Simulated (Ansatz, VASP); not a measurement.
**One calculation of CsV, two programs**

```
Cs V
1.0
     3.91321    0.00000    0.00000
     0.00000    3.91321    0.00000
     0.00000    0.00000    3.91321
Cs V
1 1
Direct
  0.00000 0.00000 0.00000
  0.50000 0.50000 0.50000
```

Alike in both runs: task relaxation of cell and atoms; functional PBE; k mesh 4 × 4 × 4; occupations gaussian, width 0.1 eV; collinear spin.

|  | VASP | Ansatz |
| --- | --- | --- |
| version | VASP 6.6.1 | Ansatz 0.2.0 |
| potentials or method | VASP PAW PBE potentials, release 64 (Cs_sv, V_sv) | scalar-relativistic, plane waves, PAW |
| plane-wave cutoff (eV) | 600 | 420 |
| valence electrons in the cell | 22 | 22 |

```csv
,VASP,Ansatz,Ansatz less VASP
"gap on the k mesh at the Fermi level, each at its own relaxed structure (eV)",none,none,-
net moment per atom (μB),2.29,2.30,+0.006
size of the moment on the site where the two differ most (μB),3.21,3.80,+0.588
relaxed volume (Å³/atom),43.39,43.11,-0.282
relaxed cell length with the largest relative difference (Å),4.427,4.418,-0.0096
energy change over the relaxation (meV/atom),-212,-204,+8.8
```

Site moments also hang on the region over which each program counts them. A gap of «none» marks a metal or a gap that the smearing closes.

Caveats: the k mesh is coarse (spacing up to 0.40 Å⁻¹), so the values aren't converged; the volume moved by over 15 % at a fixed basis, so the end points are rough (VASP). Spin-orbit coupling is left out, which matters for the levels of Cs.
